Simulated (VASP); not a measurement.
Energy against volume of LiH (rock salt). Calculation: LDA (Ceperley-Alder, Perdew-Zunger), VASP's LDA PAW potentials (set 64) (plane waves; VASP).

```tsv
V (Å³/atom)	E (eV/atom)
6.981	-3.24365
7.203	-3.24688
7.426	-3.24816
7.649	-3.24766
7.872	-3.24568
```

**Question.** Fit a third-order Birch-Murnaghan equation of state.

**Answer.** 
- volume per atom: 7.47 Å³/atom
- bulk modulus: 40.6 GPa
- pressure derivative of the bulk modulus: 3.51
- lattice constant a: 3.910 Å

The compound is LiH in the rock salt structure. It was relaxed first, which changed the volume by -12 %.
